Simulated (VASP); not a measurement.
```xyz
1
Lattice="-1.5150 1.5150 1.5150 1.5150 -1.5150 1.5150 1.5150 1.5150 -1.5150" Properties=species:S:1:pos:R:3 pbc="T T T"
V      0.0000     0.0000     0.0000
```

These are PBEsol GGA, VASP's PBE PAW potentials (set 64) (plane waves; VASP) values and carry that method's errors. Numerical set-up: 480 eV cut-off, 15×15×15 Γ-centred mesh, first-order Methfessel-Paxton smearing of 0.10 eV, potentials V_sv.

Energy and stress use the plane-wave basis of the starting cell.

Problem. The ions, cell shape and volume are relaxed. What does this cell relax into?

Solution. 
```xyz
1
Lattice="-1.4791 1.4791 1.4791 1.4791 -1.4791 1.4791 1.4791 1.4791 -1.4791" Properties=species:S:1:pos:R:3 pbc="T T T"
V     -1.4791     1.4791     1.4791
```
Space group Im-3m (229), at a tolerance of 0.03 Å.

Problem. How do energy and volume change from the first to the last step?

Solution. The energy (σ→0) changes by -41.0 meV/atom and the volume by -6.9 %, in 4 ionic steps.

The compound is V in the bcc structure. This run relaxes it. Symmetry was kept, so distortions that lower it aren't found. The run is not spin-polarised, so no magnetic state was tried.
